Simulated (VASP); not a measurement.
Runs of VASP 6.6.1 on Si3C. Symmetry: P6/mmm, No. 191, hexagonal system. Conventional cell: a = 4.915 Å, b = 4.915 Å, c = 2.433 Å, α = 90.00°, β = 90.00°, γ = 120.00°. Si (site symmetry mmm) has 6 Si at 2.43 to 2.46 Å and 2 C at 2.46 Å as nearest neighbours. Around C (site symmetry 6/mmm) lie 2 C at 2.43 Å and 6 Si at 2.46 Å. The cell was built by a generator and needn't be a form met in nature.

| task | level | cell | k mesh | cutoff (eV) | gap on the mesh (eV) | pressure (GPa) | relaxed volume (Å³/atom) |
| --- | --- | --- | --- | --- | --- | --- | --- |
| relaxation of cell and atoms | PBE+D3 | relaxed | 5 × 5 × 8 | 600 | none | 0.0 | 12.45 |
| relaxation of cell and atoms | PBE+TS-HI | relaxed | 5 × 5 × 8 | 600 | none | 0.0 | (a) |
| single point | PBE | as given | 6 × 6 × 11 | 520 | none | (b) | - |
| relaxation of cell and atoms | PBE+D2 | relaxed | 5 × 5 × 8 | 600 | none | 0.0 | 12.38 |
| relaxation of cell and atoms | PBE+rVV10 | relaxed | 5 × 5 × 8 | 600 | none | 0.0 | 12.58 |

Alike in all rows: potentials or basis VASP PAW PBE potentials, release 64 (Si, C); no spin polarisation; smearing fermi-dirac 0.05 eV.

Estimate the missing entries.

(a) 12.17; (b) -0.3.

Caveats: pairwise dispersion overbinds metals, which lowers pressure and volume (some runs); atom-pairwise D2, TS and ULG terms overbind metals (some runs).

A k mesh can miss the band edges.

A gap of «none» marks a metal or a gap under the smearing width.

Not every run made on this cell is shown here.
